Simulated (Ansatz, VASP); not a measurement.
## Pt2SeS in two plane-wave programs

Aim: how closely do two programs agree when they are given the same cell, functional and k mesh? The cell is generated by rule, not measured, and may not be a known phase. The cell is taken from a series of runs on this material, whose earlier steps may have relaxed, scaled, displaced or heated it; both programs get it as it stands.

Main program and level: Ansatz 0.2.0; plane waves, with VASP 6.6.1 beside it; zone-centre phonons at LDA.

The structure was built from a prototype and need not be the compound's stable phase.

## (1) Starting point

Symmetry: P-4m2, No. 115, tetragonal system. The conventional cell has a = 3.527 Å, b = 3.527 Å, c = 6.215 Å, α = 90.00°, β = 90.00°, γ = 90.00°. Nearest to Pt lie 2 S at 2.31 Å and 2 Se at 2.40 Å. Nearest to S lie 4 Pt at 2.31 Å. Nearest to Se lie 4 Pt at 2.40 Å. Farther neighbours and most contacts between anions are not listed.

Coordinates:

```xyz
4
Lattice="3.5270 0.0000 0.0000 0.0000 3.5270 0.0000 0.0000 0.0000 6.2146" Properties=species:S:1:pos:R:3 pbc="T T T"
Pt    0.0000    1.7635    0.0680
Pt    1.7635    0.0000    3.0393
S     0.0000    0.0000    1.5536
Se    0.0000    0.0000    4.6609
```

## (2) VASP: zone-centre phonons, LDA

Second derivatives magnify differences that forces hide, and they need a tight electronic threshold.

Lines of VASP's logs that name or quote its potential files are left out, and so is its time.

Contents of INCAR:

```
SYSTEM = Pt2SeS
PREC = Accurate
ENCUT = 500
EDIFF = 1E-08
NELM = 120
ISMEAR = 0
SIGMA = 0.01
LREAL = .FALSE.
ALGO = Normal
GGA = CA
NBANDS = 22
LASPH = .TRUE.
LORBIT = 11
LWAVE = .FALSE.
LCHARG = .FALSE.
ISIF = 2
IBRION = 8
LEPSILON = .TRUE.
GGA_COMPAT = .FALSE.
EFERMI = MIDGAP
KPAR = 2
```

Contents of POSCAR:

```
Pt2SeS
1.0
    3.5269980576      0.0000000000      0.0000000000
    0.0000000000      3.5269980576      0.0000000000
    0.0000000000      0.0000000000      6.2145894298
Pt S Se
2 1 1
Direct
    0.0000000000      0.5000000000      0.0109358476
    0.5000000000      0.0000000000      0.4890641524
    0.0000000000      0.0000000000      0.2500000000
    0.0000000000      0.0000000000      0.7500000000
```

Contents of KPOINTS:

```
Automatic mesh
0
Gamma
8 8 6
0 0 0
```

PAW data sets: Pt, S and Se (LDA family, release 64).

Launch:

```bash
$ mpirun -np 2 vasp_std
```

Numbers of over 12 decimals in the logs are rounded to 6 here.

The log of the run:

```text
[banner, memory and clock lines left out]
running    2 mpi-ranks, on    1 nodes
 distrk:  each k-point on    1 cores,    2 groups
 distr:  one band on    1 cores,    1 groups

 POSCAR found type information on POSCAR PtS Se
 POSCAR found :  3 types and       4 ions
 LDA part: xc-table for (Slater(with rela. corr.)+CA(PZ))
 , standard interpolation
 POSCAR, INCAR and KPOINTS ok, starting setup
 FFT: planning ... GRIDC
 FFT: planning ... GRID_SOFT
 FFT: planning ... GRID
 WAVECAR not read
 entering main loop
       N       E                     dE             d eps       ncg     rms          rms(c)
DAV:   1     0.171576800445E+03    0.17158E+03   -0.14902E+04  2640   0.128E+03
DAV:   2    -0.174808920867E+02   -0.18906E+03   -0.17682E+03  3140   0.257E+02
DAV:   3    -0.260761632331E+02   -0.85953E+01   -0.84412E+01  3284   0.546E+01
DAV:   4    -0.261980652901E+02   -0.12190E+00   -0.12182E+00  2994   0.728E+00
DAV:   5    -0.262002388408E+02   -0.21736E-02   -0.21732E-02  3252   0.966E-01    0.190E+01
DAV:   6    -0.253414655039E+02    0.85877E+00   -0.26681E+00  2754   0.137E+01    0.970E+00
DAV:   7    -0.252284512284E+02    0.11301E+00   -0.25121E-01  2814   0.432E+00    0.442E+00
DAV:   8    -0.252019808221E+02    0.26470E-01   -0.48487E-02  3096   0.172E+00    0.463E-01
DAV:   9    -0.252012611084E+02    0.71971E-03   -0.33333E-03  3006   0.418E-01    0.263E-01
DAV:  10    -0.252012333548E+02    0.27754E-04   -0.73691E-04  3048   0.173E-01    0.439E-02
DAV:  11    -0.252012220997E+02    0.11255E-04   -0.31934E-05  3036   0.356E-02    0.242E-02
DAV:  12    -0.252012184218E+02    0.36778E-05   -0.18404E-05  2922   0.250E-02    0.968E-03
DAV:  13    -0.252012183393E+02    0.82515E-07   -0.18554E-06  2982   0.104E-02    0.566E-03
DAV:  14    -0.252012182477E+02    0.91640E-07   -0.27566E-07  3078   0.481E-03    0.118E-03
DAV:  15    -0.252012182498E+02   -0.21546E-08   -0.30386E-08  2850   0.111E-03
   1 F= -.25201218E+02 E0= -.25201218E+02  d E =-.270188E-49
 Linear response reoptimize wavefunctions to high precision
DAV:   1    -0.252012182494E+02    0.40518E-09   -0.21291E-09  1926   0.318E-04
DAV:   2    -0.252012182495E+02   -0.21828E-10   -0.29840E-10  1524   0.119E-04
 Linear response G [H, r] |phi>, progress :
  Direction:   1
       N       E                     dE             d eps       ncg     rms
RMM:   1    -0.184944294232E+03   -0.18494E+03   -0.20011E+02  6670   0.894E+01
RMM:   2    -0.152779539122E+03    0.32165E+02   -0.12619E+01  4216   0.205E+01
RMM:   3    -0.152900241965E+03   -0.12070E+00   -0.24066E-01  4266   0.265E+00
RMM:   4    -0.152905140052E+03   -0.48981E-02   -0.64270E-03  4439   0.413E-01
RMM:   5    -0.152905162217E+03   -0.22166E-04   -0.25808E-04  4481   0.730E-02
RMM:   6    -0.152905170066E+03   -0.78488E-05   -0.62140E-05  4543   0.139E-02
RMM:   7    -0.152905166128E+03    0.39384E-05   -0.14779E-05  4543   0.288E-03
RMM:   8    -0.152905166090E+03    0.37897E-07   -0.25311E-05  4386   0.826E-04
RMM:   9    -0.152905166219E+03   -0.12968E-06   -0.30439E-05  3421   0.427E-04
RMM:  10    -0.152905166154E+03    0.65724E-07   -0.14202E-04  2211   0.350E-04
RMM:  11    -0.152905166127E+03    0.26339E-07   -0.35594E-05  2015   0.344E-04
RMM:  12    -0.152905165984E+03    0.14347E-06   -0.76411E-05  1811   0.343E-04
RMM:  13    -0.152905165934E+03    0.49480E-07    0.36491E-07  1642   0.343E-04
 Linear response G [H, r] |phi>, progress :
  Direction:   2
       N       E                     dE             d eps       ncg     rms
RMM:   1    -0.176990215939E+03   -0.17699E+03   -0.24319E+02  6547   0.871E+01
RMM:   2    -0.149721121315E+03    0.27269E+02   -0.11378E+01  4205   0.193E+01
RMM:   3    -0.149862703508E+03   -0.14158E+00   -0.21616E-01  4230   0.240E+00
RMM:   4    -0.149868938291E+03   -0.62348E-02   -0.36728E-03  4392   0.368E-01
RMM:   5    -0.149869189315E+03   -0.25102E-03   -0.32051E-06  4469   0.646E-02
RMM:   6    -0.149869212957E+03   -0.23642E-04    0.25771E-05  4512   0.119E-02
RMM:   7    -0.149869216816E+03   -0.38596E-05   -0.60569E-06  4540   0.247E-03
RMM:   8    -0.149869217429E+03   -0.61304E-06   -0.24739E-05  4309   0.719E-04
RMM:   9    -0.149869217661E+03   -0.23156E-06   -0.32101E-05  3158   0.395E-04
RMM:  10    -0.149869217620E+03    0.40547E-07   -0.28027E-05  2165   0.334E-04
RMM:  11    -0.149869217723E+03   -0.10223E-06   -0.29772E-05  1992   0.328E-04
RMM:  12    -0.149869217512E+03    0.21085E-06    0.11712E-05  1783   0.328E-04
RMM:  13    -0.149869217436E+03    0.75408E-07   -0.30811E-05  1607   0.327E-04
 Linear response G [H, r] |phi>, progress :
  Direction:   3
       N       E                     dE             d eps       ncg     rms
RMM:   1    -0.178041106028E+03   -0.17804E+03   -0.16099E+02  6790   0.918E+01
RMM:   2    -0.147518549199E+03    0.30523E+02   -0.16022E+01  4204   0.230E+01
RMM:   3    -0.147666265455E+03   -0.14772E+00   -0.33290E-01  4284   0.301E+00
[...]
RMM:   5    -0.258831637415E+00   -0.73718E-04   -0.65822E-05  8957   0.404E-02    0.843E-03
RMM:   6    -0.258805997836E+00    0.25640E-04   -0.56932E-06  8951   0.120E-02    0.294E-03
RMM:   7    -0.258760196283E+00    0.45802E-04   -0.20208E-07  9513   0.246E-03    0.106E-03
RMM:   8    -0.258749253574E+00    0.10943E-04   -0.13381E-07  8839   0.173E-03    0.237E-04
[...]
RMM:   8    -0.269238509764E+00    0.44375E-05   -0.66366E-08  7160   0.135E-03    0.409E-04
RMM:   9    -0.269236075258E+00    0.24345E-05   -0.44803E-09  7425   0.269E-04    0.597E-05
RMM:  10    -0.269236299443E+00   -0.22418E-06   -0.13420E-09  7440   0.107E-04    0.312E-05
RMM:  11    -0.269236278461E+00    0.20982E-07   -0.34357E-08  7379   0.472E-05    0.827E-06
RMM:  12    -0.269236270634E+00    0.78272E-08   -0.63460E-08  7873   0.207E-05    0.249E-06
 first order change of Fermi-energy  -0.25967E+00
 force on displaced ion       1 direction 3 :   0.000   0.000 -18.602
 Born effective charge ion    1 direction 3 :   0.000   0.000  -1.005
 Linear response progress:
  Degree of freedom:   4/  7
       N       E                     dE             d eps       ncg     rms          rms(c)
RMM:   1    -0.105454053657E+00   -0.10545E+00    0.34199E-02 13906   0.188E+00
RMM:   2    -0.101039588546E+00    0.44145E-02   -0.30325E-03  8852   0.324E-01    0.193E-01
RMM:   3    -0.100885055865E+00    0.15453E-03   -0.13196E-04  9256   0.658E-02    0.108E-01
RMM:   4    -0.100880789970E+00    0.42659E-05   -0.60351E-05  9318   0.412E-02    0.156E-02
RMM:   5    -0.100883454655E+00   -0.26647E-05   -0.32402E-06  9395   0.968E-03    0.394E-03
RMM:   6    -0.100885254049E+00   -0.17994E-05   -0.30823E-07  9596   0.240E-03    0.159E-03
RMM:   7    -0.100888595805E+00   -0.33418E-05   -0.39350E-08  9412   0.995E-04    0.237E-04
RMM:   8    -0.100887730118E+00    0.86569E-06   -0.12243E-08  9610   0.224E-04    0.932E-05
RMM:   9    -0.100887203057E+00    0.52706E-06    0.40112E-09  9586   0.910E-05    0.222E-05
RMM:  10    -0.100887220180E+00   -0.17123E-07   -0.13900E-09  9745   0.331E-05    0.893E-06
RMM:  11    -0.100887300410E+00   -0.80230E-07    0.88735E-09  9505   0.164E-05    0.513E-06
RMM:  12    -0.100887296541E+00    0.38695E-08    0.35113E-08  9524   0.100E-05    0.144E-06
 first order change of Fermi-energy  -0.36080E-04
 force on displaced ion       3 direction 1 : -13.693   0.000  -0.000
 Born effective charge ion    3 direction 1 :   0.679   0.000   0.003
 Linear response progress:
  Degree of freedom:   5/  7
       N       E                     dE             d eps       ncg     rms          rms(c)
RMM:   1    -0.125379533906E+00   -0.12538E+00    0.70328E-02 10763   0.196E+00
RMM:   2    -0.120568586416E+00    0.48109E-02   -0.33934E-03  6781   0.347E-01    0.375E-01
RMM:   3    -0.120495721984E+00    0.72864E-04   -0.48403E-04  6996   0.111E-01    0.237E-01
RMM:   4    -0.120577767187E+00   -0.82045E-04   -0.30612E-04  6858   0.933E-02    0.846E-02
RMM:   5    -0.120623143501E+00   -0.45376E-04   -0.89432E-05  6860   0.489E-02    0.828E-03
RMM:   6    -0.120602522633E+00    0.20621E-04   -0.32449E-06  7155   0.887E-03    0.340E-03
RMM:   7    -0.120600467031E+00    0.20556E-05   -0.75074E-08  7317   0.185E-03    0.144E-03
RMM:   8    -0.120603534205E+00   -0.30672E-05   -0.46817E-08  7268   0.101E-03    0.192E-04
RMM:   9    -0.120603000931E+00    0.53327E-06    0.79683E-09  7366   0.234E-04    0.852E-05
RMM:  10    -0.120602866204E+00    0.13473E-06   -0.13895E-08  7473   0.599E-05    0.262E-05
RMM:  11    -0.120602946283E+00   -0.80079E-07   -0.59798E-08  7462   0.184E-05    0.898E-06
RMM:  12    -0.120603005273E+00   -0.58990E-07    0.14567E-09  7365   0.136E-05    0.141E-06
RMM:  13    -0.120602997188E+00    0.80844E-08    0.45340E-08  6433   0.654E-06    0.968E-07
 first order change of Fermi-energy  -0.61695E+00
 force on displaced ion       3 direction 3 :   0.000   0.000 -21.592
 Born effective charge ion    3 direction 3 :   0.000   0.000   1.153
 Linear response progress:
  Degree of freedom:   6/  7
       N       E                     dE             d eps       ncg     rms          rms(c)
RMM:   1    -0.791698133001E-01   -0.79170E-01    0.67912E-02 14085   0.139E+00
RMM:   2    -0.772135270439E-01    0.19563E-02   -0.20099E-03  9022   0.243E-01    0.142E-01
RMM:   3    -0.769968175355E-01    0.21671E-03   -0.83472E-05  9394   0.477E-02    0.822E-02
RMM:   4    -0.768363887326E-01    0.16043E-03   -0.46578E-05  9449   0.349E-02    0.997E-03
RMM:   5    -0.768334216703E-01    0.29671E-05   -0.16198E-06  9485   0.771E-03    0.166E-03
RMM:   6    -0.768372758160E-01   -0.38541E-05   -0.89629E-08  9566   0.191E-03    0.468E-04
RMM:   7    -0.768375856203E-01   -0.30980E-06   -0.24239E-08  9560   0.575E-04    0.121E-04
RMM:   8    -0.768372457327E-01    0.33989E-06    0.10808E-09  9650   0.147E-04    0.513E-05
RMM:   9    -0.768370767467E-01    0.16899E-06    0.21435E-09  9762   0.469E-05    0.180E-05
RMM:  10    -0.768370603051E-01    0.16442E-07   -0.72669E-09  9798   0.207E-05    0.873E-06
RMM:  11    -0.768370600511E-01    0.25400E-09   -0.78625E-09  9776   0.126E-05    0.234E-06
 first order change of Fermi-energy  -0.10291E-03
 force on displaced ion       4 direction 1 : -14.172   0.000  -0.000
 Born effective charge ion    4 direction 1 :   1.123   0.000  -0.001
 Linear response progress:
  Degree of freedom:   7/  7
       N       E                     dE             d eps       ncg     rms          rms(c)
RMM:   1    -0.993285675512E-01   -0.99329E-01    0.11390E-01 11036   0.151E+00
RMM:   2    -0.975931825072E-01    0.17354E-02   -0.28767E-03  6987   0.296E-01    0.282E-01
RMM:   3    -0.974308754827E-01    0.16231E-03   -0.23482E-04  7217   0.767E-02    0.178E-01
RMM:   4    -0.973747056092E-01    0.56170E-04   -0.16872E-04  6990   0.715E-02    0.498E-02
RMM:   5    -0.973617043854E-01    0.13001E-04   -0.50957E-05  6930   0.366E-02    0.723E-03
RMM:   6    -0.973526413794E-01    0.90630E-05   -0.25584E-06  7260   0.778E-03    0.276E-03
RMM:   7    -0.973524866841E-01    0.15470E-06   -0.49415E-08  7345   0.163E-03    0.106E-03
RMM:   8    -0.973537857171E-01   -0.12990E-05   -0.30588E-08  7385   0.892E-04    0.175E-04
RMM:   9    -0.973534156962E-01    0.37002E-06   -0.40712E-10  7378   0.259E-04    0.799E-05
RMM:  10    -0.973533928335E-01    0.22863E-07   -0.29037E-08  7610   0.528E-05    0.154E-05
RMM:  11    -0.973534370183E-01   -0.44185E-07   -0.24462E-09  7555   0.220E-05    0.500E-06
RMM:  12    -0.973534649457E-01   -0.27927E-07   -0.26777E-09  7554   0.107E-05    0.127E-06
RMM:  13    -0.973534661432E-01   -0.11975E-08   -0.69957E-09  5819   0.592E-06    0.590E-07
 first order change of Fermi-energy   0.55537E+00
 force on displaced ion       4 direction 3 :   0.000   0.000 -21.984
 Born effective charge ion    4 direction 3 :   0.000   0.000   0.817
 Born effective charges drift removed
 Linear response finished
```

[end of part 1 of 3]

[Lines on the potential files, build, host, timing and source positions are cut from VASP's logs without a mark.]

[Logs are printed without paths, hosts, clocks, repeated set-up lines and the standing remarks that a program may print on its own settings, such as how far it seeks lower states.]

[Hosts, paths, dates, database ids (printed as entryN), source tags and the programs' standing remarks are cut or masked in the printed files.]
